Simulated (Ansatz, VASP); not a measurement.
# Pb: VASP beside Ansatz

One calculation is typed for both programs; each brings its own data sets. How far apart do they land? Of the first pair: The structure shown is the end of the Ansatz relaxation below.

Method: plane waves, with VASP 6.6.1 beside it; single point at LDA, in Ansatz 0.2.0.

**1. Set-up**

The cell holds 3 atoms: 3 Pb. Cell: a = 3.371 Å, b = 3.371 Å, c = 35.232 Å, α = 90.0°, β = 90.0°, γ = 120.0°. It derives from Pb. Vacuum lies along c.

**2. Ansatz: relaxation, LDA**

Ansatz runs on its PAW soft_1 files.

This run makes the geometry at which the two programs are then compared.

File input.yaml:

```yaml
crystal:
  lattice:
    - [3.3692704186, 0.0, 0.0]
    - [-1.6846352093, 2.9178737747, 0.0]
    - [0.0, 0.0, 35.2315174529]
  atoms:
    - { symbol: Pb, position: [0.0, 0.0, 0.1859453631] }
    - { symbol: Pb, position: [0.3333333333, 0.6666666667, 0.2656111822] }
    - { symbol: Pb, position: [0.6666666667, 0.3333333333, 0.3452770012] }
  periodic: [true, true, false]
kpoints:
  mp_grid: { grid: [15, 15, 1] }
hamiltonian:
  xc: lda
  pseudopotentials: { kind: paw, azcp: { folder: soft_1 }, xc_functional: pbe }
scf:
  occupations: { method: methfessel_paxton, width: 0.2 }
output:
  forces: true
  stress: true
  eigenvalues: true
  write_density: true
  write_potential: true
  elf: true
  volumetric_format: npy
relax:
  adjacent_minimum: "off"
  f_tol: 0.001
  max_steps: 60
  cell: { stress_2d_tol: 0.002 }
```

Command:

```sh
> ansatz run input.yaml --threads 4 --pin off --max-ram 16384MiB --backend cpu --events-out ev --progress --plain --runs-dir out
```

Numbers of over 12 decimals in the logs are rounded to 6 here.

What it wrote:

```text
Engine: ansatz 0.2.0, aarch64-unknown-linux-gnu
Pseudopotentials: kind: paw
Pseudopotential: Pb, paw, valence charge 14, recommended cutoff 420 eV (normal), soft_1/Pb.paw.azcp
Functional definition: SPW92
  exchange = slater_x
  correlation = pw_c
Crystal: 3 atoms, lattice volume = 346.365 Å³
Basis set: ecut = 420 eV, 6837 PW (Γ)
Bands: 26, of which v1, the nominal top of the filled ones, is band 21 counted from 1 (20 counted from 0)
Symmetry: 12 space group operations
Space group: P-3m1 (ITA 164), of the structure as read, at distance tolerance 7.0e-5 Å
k-points: 27 of 225
Non-local potential: Pb, projectors of the file, l = 0: 2, l = 1: 2, l = 2: 2, l = 3: 1
PAW form: soft (Blöchl's): semilocal exchange-correlation on the pseudo side does not see the compensation charge
PAW frozen core: Pb, regenerated for the run's functional, and the local potential with it (the file was generated under x = pbe(κ = 0.804, μ = 0.219515), c = pbe(β = 0.066725))
PAW one-centre angular grid: Pb, 590 points (default); XC on 64 Gauss nodes
Initial density: superposition of atomic densities (neutral atoms: chi_scale 0, normalization atom)
Initial wavefunctions: pseudopotential atomic-orbital guess
Functional: x = slater, c = lda
iter 1 solved again at ethr=1.53e-3 eV; its pass at ethr=3.10e-3 eV (dr2=6.41e-1 eV) is discarded
SCF iter   1: F=—  HF=-34811.986022 eV  |F-HF|=—  |Δ(HF+E_count)|=         —  Δρ=5.91e-3  dr2=6.76e-1  ethr=1.53e-3  ⟨swp⟩=1.1  Hψ=6256  notcnv=0
preconditioner: auto → LDOS  [metal: Δε(μ)=0.010 eV  Ē_g=16.030 eV  σ=0.200 eV  W_gap=0.04  n_scr=20 (ndim 8)  ℏωp=12.9 eV  f_vac=0.702  D(μ)=2.88/eV (n_scr^D=12)  β→1.0]
SCF iter   2: F=—  HF=-34811.878076 eV  |F-HF|=—  |Δ(HF+E_count)|=   1.08e-1  S|Δr|=    0.00e0  Δρ=4.35e-3  dr2=8.63e-2  ethr=1.53e-3  ⟨swp⟩=2.8  Hψ=1548  notcnv=0  defer=4
SCF iter   3: F=—  HF=-34811.853240 eV  |F-HF|=—  |Δ(HF+E_count)|=   2.48e-2  S|Δr|=    0.00e0  Δρ=1.97e-3  dr2=4.57e-2  ethr=2.06e-4  ⟨swp⟩=3.1  Hψ=1932  notcnv=0  defer=5
SCF iter   4: F=—  HF=-34811.843420 eV  |F-HF|=—  |Δ(HF+E_count)|=   9.82e-3  S|Δr|=    0.00e0  Δρ=3.67e-4  dr2=1.24e-3  ethr=1.09e-4  ⟨swp⟩=2.9  Hψ=1441  notcnv=0  defer=5
SCF iter   5: F=—  HF=-34811.843062 eV  |F-HF|=—  |Δ(HF+E_count)|=   3.58e-4  S|Δr|=    0.00e0  Δρ=1.64e-4  dr2=3.98e-4  ethr=2.96e-6  ⟨swp⟩=3.8  Hψ=1912  notcnv=0  defer=6
SCF iter   6: F=—  HF=-34811.842997 eV  |F-HF|=—  |Δ(HF+E_count)|=   6.48e-5  S|Δr|=    0.00e0  Δρ=4.65e-5  dr2=1.10e-5  ethr=9.47e-7  ⟨swp⟩=3.4  Hψ=1432  notcnv=0  defer=6
SCF iter   7: F=—  HF=-34811.842963 eV  |F-HF|=—  |Δ(HF+E_count)|=   3.41e-5  S|Δr|=    0.00e0  Δρ=1.28e-5  dr2=7.24e-7  ethr=2.63e-8  ⟨swp⟩=3.5  Hψ=1807  notcnv=0  defer=6
iter 8 did not close the SCF: its close was put off until two iterations running show no level that it waits for move by more than its bar (scf_convergence_deferred on its scf_iter line)
SCF iter   8: F=-34811.842963 eV  HF=-34811.842963 eV  |F-HF|=7.56e-9  |Δ(HF+E_count)|=   3.63e-8  S|Δr|=    0.00e0  Δρ=2.58e-6  dr2=1.75e-8  ethr=2.38e-10  ⟨swp⟩=24.8  Hψ=9751  notcnv=0
iter 9 did not close the SCF: its close was put off until two iterations running show no level that it waits for move by more than its bar (scf_convergence_deferred on its scf_iter line)
SCF iter   9: F=-34811.842963 eV  HF=-34811.842963 eV  |F-HF|=8.15e-10  |Δ(HF+E_count)|=   2.14e-9  S|Δr|=    0.00e0  Δρ=6.44e-7  dr2=2.49e-9  ethr=4.17e-11  ⟨swp⟩=10.6  Hψ=6025  notcnv=0
SCF iter  10: F=-34811.842963 eV  HF=-34811.842963 eV  |F-HF|=1.02e-10  |Δ(HF+E_count)|=  6.69e-10  S|Δr|=    0.00e0  Δρ=1.44e-7  dr2=1.19e-10  ethr=5.93e-12  ⟨swp⟩=8.8  Hψ=5780  notcnv=0
SCF 1 converged in 10 iterations: F = -34811.842963 eV  dr2 = 1.19e-10
  greatest PAW one-centre occupation: 0.979 electrons in one spin orbital (limit 2), on the Pb atom at site 2 (counted from 0), in its partial waves of l = 2
relax step   1: F+E_penalty+E_count = -34811.84296286 eV  Δ(F+E_penalty+E_count) = +0.000e0 eV  max|allowed force component| = 6.937e-3 eV/Å  Δτ_max = 0.0000 Å  P = +0.015 N/m  Ω = 346.365 Å³  fix = [c, alpha, beta]  reactions: c +0.000 N/m  (10 SCF iters, dr2 threshold 1.00e-7 eV, accepted)
[...]
relax step   4: F+E_penalty+E_count = -34811.84298500 eV  Δ(F+E_penalty+E_count) = +3.027e-6 eV  max|allowed force component| = 2.792e-4 eV/Å  Δτ_max = 0.0001 Å  P = -0.001 N/m  Ω = 346.759 Å³  energy of the carried Pulay correction = -1.809e-5 eV  fix = [c, alpha, beta]  reactions: c -0.000 N/m  (4 SCF iters, dr2 threshold 1.45e-10 eV, accepted)
[...]
relax step   5: F+E_penalty+E_count = -34811.84300288 eV  Δ(F+E_penalty+E_count) = -1.787e-5 eV  max|allowed force component| = 2.803e-4 eV/Å  Δτ_max = 0.0000 Å  P = -0.001 N/m  Ω = 346.759 Å³  fix = [c, alpha, beta]  reactions: c -0.000 N/m  stress off target by 1.04e-3 N/m on what of the cell is left free  SCF on the basis re-selected at this cell (its energy is not comparable with the rows above)  (8 SCF iters)
basis re-selected at this cell: Δ(F+E_penalty+E_count) = -1.787e-5 eV, ΔP = +0.000 N/m vs the last step (what re-selecting the basis moved, of the pressure what is left beyond the Pulay correction that the steps carried, after the strain that the cell walked since its last selection, with what the two solves' SCF thresholds leave and, on support functions, any second-order correction that the steps lacked; it is no m [...]
WARN: The output density's exchange-correlation potential varies sharply where the density is thin. Do not read a vacuum level from v_tot or v_xc, or from such a field of the output density. On a cell that repeats whose density bears no net charge and no dipole along the vacuum's axis use v_es (v_loc + v_h of the components); under efield.dipole_correction with no amplitude use v_es + v_field, which holds any externa [...]
SCF converged after 8 iterations
Stability not checked: this state was not tested for a lower state beside it, because cold or Methfessel-Paxton smearing, or corrected tetrahedra, fill the levels in a way that the test cannot read (fill_not_monotonic; see scf.lower_state_search)
Free energy (F): -34811.843003 eV
Harris-Foulkes:  -34811.843003 eV  (|F-HF|=1.09e-10)
Internal energy: -34811.834870 eV  (E = F + TS)
E sigma→0 (E₀):  -34811.840970 eV
Entropy (-TS):   -0.008133 eV (-2.711 meV/atom)
Fermi energy:    -4.313642 eV
--- Per-component energies (eV) ---
  E_band       = -747.724861
  E_kinetic    = 883.179987
  E_local      = -101989.055799  (includes V_loc(G=0)·N_el)
  E_nonlocal   = 927.943392
  E_hartree    = 50331.816101
  E_xc         = -613.717241
  E_vxc        = -417.368038  (∫ρ·V_xc dr)
  E_paw        = -30268.495538  (= ΣΔE_a)
  E_vpaw       = -816.056578  (= ΣTr[D̂ρ^β])
  E_aug_tail   = -0.000025  (compensation charges beyond the density's cutoff)
  E_ewald      = 45916.727126
  E_core_change = -0.232872  (= ΣΔE_core)
  E_smearing   = -0.008133  (= −TS)
  E_closure    = 0.000000  (closes the sum)
  Σ components = -34811.843003   (vs F -34811.843003, Δ=0.00e0)
--- Forces (eV/Å), atoms counted from 1 ---
  atom   1  Pb     0.00000000    -0.00000000     0.00028034
  atom   2  Pb    -0.00000000    -0.00000000     0.00000000
  atom   3  Pb     0.00000000     0.00000000    -0.00028034
  max |Σ_I F_I| component: 4.63e-18 eV/Å
--- 2D stress c σ (N/m, compression-positive) ---
       -0.001036      -0.000000      -0.000000
       -0.000000      -0.001036       0.000000
       -0.000000       0.000000      -0.000000
  P = ½ c Tr σ = -0.0010 N/m
--- Band table (eV; the first three rows and the last of 27) ---
  k-point 0: bands = [... 17 lower, -13.5117, -7.7775, -4.9860, -1.8939 (-1.8939°), -0.4511 (-0.4595°), 0.1194 (-0.0195°?), 0.7142, 1.1419, ... 1 higher]
  k-point 1: bands = [... 17 lower, -13.4401, -7.6836, -4.9114, -1.8330 (-1.8330°), -0.3766 (-0.3849°), 0.1889 (0.0560°?), 0.7886, 1.1980, ... 1 higher]
  k-point 2: bands = [... 17 lower, -13.2253, -7.4061, -4.6977, -1.6911, -0.4988 (-0.4990°), -0.1279 (-0.1360°), 0.2974, 0.6141, ... 1 higher]
  k-point 26: bands = [... 17 lower, -11.1943, -6.5606, -6.5606, -6.4000, -5.1555, -4.9598, -4.9598, -1.5802, ... 1 higher]
  ° read free of the cell's end (the report's vacuum.weakly_bound_levels)
  °? not known for the slab's own: over its row's bound_up_to_ev there, or no deeper under its free states than its continued_xc_part_ev in size
--- Relaxed structure (4 steps of the walk, 4 accepted, 1 SCFs on fresh bases) ---
  F+E_penalty+E_count = -34811.84300288 eV   max|allowed force component| = 2.803e-4 eV/Å   (the final SCF, on the basis selected at the relaxed cell)
  cell:  # Å, volume = 346.7589 Å³
    - [3.371187, 0.0, 0]
    - [-1.685593, 2.919533, 0]
    - [0, 0, 35.2315174529]
  atoms:
    - { symbol: Pb, position: [0, 0, 0.186084] }
    - { symbol: Pb, position: [0.333333, 0.666667, 0.265611] }
    - { symbol: Pb, position: [0.666667, 0.333333, 0.345138] }
```

The column dr2 measures how far the density is from self-consistency, as an energy; F and HF (Harris–Foulkes) agree once it is small.

**3. VASP: single point, LDA, relaxed cell, pair 1**

The same cell, functional (in two slightly different forms), mesh and smearing now go to VASP, with its own data sets.

Lines of VASP's logs that name or quote its potential files are left out, and so is its time.

File INCAR:

```
SYSTEM = Pb
PREC = Accurate
ENCUT = 400
EDIFF = 1E-06
NELM = 120
ISMEAR = 1
SIGMA = 0.2
LREAL = .FALSE.
ALGO = Normal
GGA = CA
NBANDS = 27
LORBIT = 11
LWAVE = .FALSE.
LCHARG = .FALSE.
ISIF = 2
LDIPOL = .TRUE.
IDIPOL = 3
DIPOL = 0.5 0.5 0.266
LVHAR = .TRUE.
LASPH = .TRUE.
GGA_COMPAT = .FALSE.
NELMDL = -8
KPAR = 2
```

File POSCAR:

```
Pb
1.0
    3.3711866045      0.0000000000      0.0000000000
   -1.6855933022      2.9195332404      0.0000000000
    0.0000000000      0.0000000000     35.2315174529
Pb
3
Direct
    0.0000000000      0.0000000000      0.1860841420
    0.3333333333      0.6666666667      0.2656111822
    0.6666666667      0.3333333333      0.3451382223
```

File KPOINTS:

```
Automatic mesh
0
Gamma
15 15 1
0 0 0
```

Potentials, in the order of the species: Pb_d (LDA family, release 64).

Command:

```sh
> mpirun -np 2 vasp_std
```

What it wrote:

```text
[banner, memory and clock lines left out]
running    2 mpi-ranks, on    1 nodes
 distrk:  each k-point on    1 cores,    2 groups
 distr:  one band on    1 cores,    1 groups

 POSCAR found type information on POSCAR Pb
 POSCAR found :  1 types and       3 ions
 LDA part: xc-table for (Slater(with rela. corr.)+CA(PZ))
 , standard interpolation
 POSCAR, INCAR and KPOINTS ok, starting setup
 FFT: planning ... GRIDC
 FFT: planning ... GRID_SOFT
 FFT: planning ... GRID
 WAVECAR not read
 entering main loop
       N       E                     dE             d eps       ncg     rms          rms(c)
DAV:   1     0.400275127631E+03    0.40028E+03   -0.16728E+04  1794   0.106E+03
DAV:   2     0.203016267033E+02   -0.37997E+03   -0.37651E+03  1654   0.370E+02
DAV:   3    -0.111167294680E+02   -0.31418E+02   -0.31313E+02  1778   0.150E+02
DAV:   4    -0.122635966333E+02   -0.11469E+01   -0.11464E+01  1792   0.395E+01
DAV:   5    -0.123030061385E+02   -0.39410E-01   -0.39408E-01  2125   0.558E+00
DAV:   6    -0.123040658819E+02   -0.10597E-02   -0.10597E-02  2026   0.879E-01
DAV:   7    -0.123040957451E+02   -0.29863E-04   -0.29863E-04  2315   0.117E-01
DAV:   8    -0.123040961895E+02   -0.44439E-06   -0.44426E-06  1657   0.143E-02    0.118E+00
DAV:   9    -0.122031760516E+02    0.10092E+00   -0.23227E-01  1984   0.769E+00    0.617E-01
DAV:  10    -0.121859228999E+02    0.17253E-01   -0.10414E-01  1741   0.416E+00    0.236E-01
DAV:  11    -0.121835031253E+02    0.24198E-02   -0.74883E-03  1929   0.117E+00    0.138E-01
DAV:  12    -0.121818257177E+02    0.16774E-02   -0.22338E-03  1776   0.456E-01    0.377E-02
DAV:  13    -0.121817974515E+02    0.28266E-04   -0.17114E-04  2014   0.124E-01    0.270E-02
DAV:  14    -0.121820326908E+02   -0.23524E-03   -0.23999E-04  1741   0.125E-01    0.118E-02
DAV:  15    -0.121821551515E+02   -0.12246E-03   -0.40553E-05  1636   0.686E-02    0.839E-03
DAV:  16    -0.121824225556E+02   -0.26740E-03   -0.86885E-05  1542   0.537E-02    0.464E-03
DAV:  17    -0.121824583212E+02   -0.35766E-04   -0.28860E-06  1337   0.257E-02    0.287E-03
DAV:  18    -0.121825647379E+02   -0.10642E-03   -0.11924E-05  1097   0.159E-02    0.161E-03
DAV:  19    -0.121825890657E+02   -0.24328E-04   -0.16336E-06  1154   0.137E-02    0.768E-04
DAV:  20    -0.121826059500E+02   -0.16884E-04   -0.70195E-07  1069   0.692E-03    0.396E-04
DAV:  21    -0.121826100412E+02   -0.40912E-05   -0.15488E-07  1076   0.393E-03    0.213E-04
DAV:  22    -0.121826140075E+02   -0.39663E-05   -0.13981E-07  1021   0.214E-03    0.172E-04
DAV:  23    -0.121826146759E+02   -0.66833E-06   -0.26623E-08  1011   0.158E-03
   1 F= -.12182615E+02 E0= -.12179961E+02  d E =-.796018E-02
```

From OUTCAR (step 3):

```text
ion  position               nearest neighbor table
   1  0.000  0.000  0.186-   2 3.41   2 3.41   2 3.41
   2  0.333  0.667  0.266-   3 3.41   3 3.41   3 3.41   1 3.41   1 3.41   1 3.41
   3  0.667  0.333  0.345-   2 3.41   2 3.41   2 3.41

  LATTYP: Found a hexagonal cell.
 ALAT       =     3.3711866045
 C/A-ratio  =    10.4507764138

 Subroutine GETGRP returns: Found 12 space group operations
 (whereof  6 operations were pure point group operations)

The static configuration has the point symmetry C_3v.
 The point group associated with its full space group is D_3d.

 Found     27 irreducible k-points:

   k-points           NKPTS =     27   k-points in BZ     NKDIM =     27   number of bands    NBANDS=     27

   dimension x,y,z NGX =    24 NGY =   24 NGZ =  240
   dimension x,y,z NGXF=    48 NGYF=   48 NGZF=  480

   ENCUT  =  400.0 eV  29.40 Ry    5.42 a.u.   5.50  5.50 57.45*2*pi/ulx,y,z

   NELECT =      42.0000    total number of electrons

 k-points in reciprocal lattice and weights: Automatic mesh
   0.00000000  0.00000000  0.00000000       0.004
   0.06666667  0.00000000  0.00000000       0.027
   0.13333333  0.00000000  0.00000000       0.027
   0.20000000  0.00000000  0.00000000       0.027
   0.26666667  0.00000000  0.00000000       0.027
   0.33333333 -0.00000000  0.00000000       0.027
   0.40000000 -0.00000000  0.00000000       0.027
   0.46666667  0.00000000  0.00000000       0.027
   0.06666667  0.06666667  0.00000000       0.027
[...]
0.33333333  0.26666667  0.00000000       0.053
   0.33333333  0.33333333  0.00000000       0.009

 dipolmoment           0.000000      0.000000      0.000005 electrons x Angstroem

 average (electrostatic) potential at core
       1 -98.7588       2 -98.6500       3 -98.7587

 E-fermi :  -1.3464

 k-point     1 :       0.0000    0.0000    0.0000
  band No.  band energies     occupation
    ...
     16     -13.2980      2.00000
     17     -12.1337      2.00000
     18     -10.5048      2.00000
     19      -4.8222      2.00000
     20      -2.0227      2.00002
     21       1.0739     -0.00000
     22       2.5102     -0.00000
     23       2.9760      0.00000
     24       3.0083      0.00000
     25       3.5219      0.00000
    ...

 k-point     2 :       0.0667    0.0000    0.0000
  band No.  band energies     occupation
    ...
     16     -13.2134      2.00000
     17     -12.0521      2.00000
     18     -10.4329      2.00000
     19      -4.7283      2.00000
     20      -1.9479      2.00018
     21       1.1353     -0.00000
     22       2.5851     -0.00000
     23       3.0496      0.00000
     24       3.0861      0.00000
     25       3.5908      0.00000
    ...

 k-point     3 :       0.1333    0.0000    0.0000
  band No.  band energies     occupation
    ...
     16     -12.9590      2.00000
     17     -11.8073      2.00000
     18     -10.2170      2.00000
     19      -4.4507      2.00000
     20      -1.7333      2.01964
     21       1.2800     -0.00000
     22       2.4658     -0.00000
     23       2.8334      0.00000
     24       3.2220      0.00000
     25       3.3200      0.00000
    ...

  Total        0.0138703      0.0138703      0.0129825      0.0000000      0.0000000      0.0000000
  in kB        0.0640868      0.0640868      0.0599850      0.0000000      0.0000000      0.0000000
  external PRESSURE =       0.0627195 kB  Pullay stress =       0.0000000 kB

  energy-cutoff  :      400.00
  volume of cell :      346.76
      direct lattice vectors                 reciprocal lattice vectors
     3.371186605  0.000000000  0.000000000     0.296631459  0.171260253  0.000000000
    -1.685593302  2.919533240  0.000000000     0.000000000  0.342520505  0.000000000
     0.000000000  0.000000000 35.231517453     0.000000000  0.000000000  0.028383677

 POSITION                                       TOTAL-FORCE (eV/Angst)
 -----------------------------------------------------------------------------------
      0.00000      0.00000      6.55603        -0.000000      0.000000     -0.011337
     -0.00000      1.94636      9.35789         0.000000      0.000000     -0.000000
      1.68559      0.97318     12.15974        -0.000000      0.000000      0.011337
 -----------------------------------------------------------------------------------
    total drift:                                0.000000      0.000000      0.000115

  FREE ENERGIE OF THE ION-ELECTRON SYSTEM (eV)
  ---------------------------------------------------
  free  energy   TOTEN  =       -12.1826146759 eV

  energy  without entropy=      -12.1746544917  energy(sigma->0) =      -12.17996128

 vacuum level on the upper side and lower side of the slab         2.970         2.970

 total charge
# of ion       s       p       d       tot
------------------------------------------
    1        1.396   0.770   9.805  11.971
    2        1.404   0.803   9.812  12.018
    3        1.396   0.770   9.805  11.971
--------------------------------------------------
tot          4.195   2.343  29.421  35.959

[... 3 further parts left out ...]
```

The run ends at a pressure of 0.01 GPa, with forces up to 0.011 eV/Å.

(Part 1 of 2 ends here.)

[Lines on the potential files, build, host, timing and source positions are cut from VASP's logs without a mark.]

[Logs are printed without paths, hosts, clocks, repeated set-up lines and the standing remarks that a program may print on its own settings, such as how far it seeks lower states.]

[Hosts, paths, dates, database ids (printed as entryN), source tags and the programs' standing remarks are cut or masked in the printed files.]
